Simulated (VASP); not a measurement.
Set up this calculation in VASP 6.6.1, as the native input.

```yaml
Task: relaxation of cell and atoms
Functional: PBE
Potentials_or_basis: VASP PAW PBE potentials, release 64 (Pt, F_h)
Cutoff: 900 eV
k_mesh: 8 × 8 × 8
Occupations: fermi-dirac, width 0.05 eV
Spin: no spin polarisation
Further_INCAR_settings: ALGO = Normal; EDIFF = 1e-06; IBRION = 2; EDIFFG = -0.005; NSW = 60; ISIF = 3
```

The structure of Pt2F lies in POSCAR:

```
Pt2F
1.0
    0.0000000000      2.8524300000      2.8524300000
    2.8524300000      0.0000000000      2.8524300000
    2.8524300000      2.8524300000      0.0000000000
Pt F
2 1
Direct
    0.2500000000      0.2500000000      0.2500000000
    0.7500000000      0.7500000000      0.7500000000
    0.0000000000      0.0000000000      0.0000000000
```

The cell was built by a generator and needn't be a form met in nature.

One way to write it, as run:

INCAR

```
PREC = Accurate ; ENCUT = 900
EDIFF = 1E-6 ; ISMEAR = -1
SIGMA = 0.05 ; LREAL = False
LASPH = True ; NELM = 80
ALGO = Normal ; ISIF = 3
LWAVE = False ; LCHARG = False
GGA = PE ; IBRION = 2
NSW = 60 ; EDIFFG = -0.005
```

KPOINTS

```
Automatic mesh
0
Gamma
  8 8 8
```

Potentials or basis: VASP PAW PBE potentials, release 64 (Pt, F_h).

Launch:

```sh
$ cat potpaw_PBE.64/Pt/POTCAR potpaw_PBE.64/F_h/POTCAR > POTCAR
$ mpirun -np 1 vasp_std > vasp.out
```

Results of the run:

```json
{"Relaxed volume": "15.43 Å³/atom", "Relaxed cell": "a = 4.030 Å, b = 4.030 Å, c = 4.030 Å, α = 60.00°, β = 60.00°, γ = 60.00°", "Space group after relaxing (to 0.05 Å)": "Fm-3m (No. 225)", "Energy gained by relaxing": "0.1 meV/atom", "Ionic steps": "3", "Pressure after relaxing": "0.0 GPa", "Band gap on the k mesh": "none (metal or under the smearing width)"}
```

Caveat: the cutoff is under 1.25 times the usual one of these potentials, so pressure, stress and relaxed cells hold a basis-set (Pulay) error; an odd number of electrons without spin polarisation forces a metal; a magnetic or distorted state may lie lower.

Wall time 100 s on 1 thread of Intel(R) Xeon(R) Platinum 8488C (Sapphire Rapids) (shared host), peak memory 0.27 GiB.
